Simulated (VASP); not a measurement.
Data:

```yaml
crystal:
  lattice:
    - [2.23717, -3.87488, 0.00000]
    - [2.23717, 3.87488, 0.00000]
    - [0.00000, 0.00000, 6.02760]
  atoms:
    - { symbol: Te, position: [0.00000, 0.26452, 0.66667] }
    - { symbol: Te, position: [0.73548, 0.73548, 0.00000] }
    - { symbol: Te, position: [0.26452, 0.00000, 0.33333] }
```

Method: TPSS meta-GGA, VASP's PBE PAW potentials (set 64) (plane waves; VASP). Run with 520 eV cut-off, 7×7×4 Γ-centred mesh, tetrahedra with Blöchl corrections, potentials Te.

Unless said otherwise, spin-orbit coupling is left out, though it shifts the bands of the heavy elements here.

### Question
Give the energies of bands 4 to 12 at the high-symmetry points, in eV from the valence-band maximum.

### Answer

| band | Γ | M | K | A | L | H |
|---|---|---|---|---|---|---|
| 4 | -2.89 | -4.75 | -4.39 | -3.91 | -5.52 | -5.03 |
| 5 | -2.66 | -4.29 | -4.39 | -2.50 | -3.57 | -4.84 |
| 6 | -2.66 | -3.41 | -2.99 | -2.50 | -3.52 | -4.84 |
| 7 | -1.55 | -3.40 | -2.99 | -1.27 | -2.30 | -1.00 |
| 8 | -1.55 | -1.03 | -2.79 | -0.96 | -1.98 | 0.00 |
| 9 | -0.69 | -0.79 | -2.56 | -0.96 | -0.24 | 0.00 |
| 10 | 1.07 | 0.98 | 2.88 | 0.63 | 0.79 | 0.17 |
| 11 | 1.07 | 1.10 | 2.88 | 0.72 | 1.95 | 1.50 |
| 12 | 1.78 | 3.14 | 3.22 | 0.72 | 2.61 | 1.50 |

The gap is direct, 0.17 eV, from the valence maximum at H to the conduction minimum at H.

The compound is Te in the trig structure. It was relaxed first.
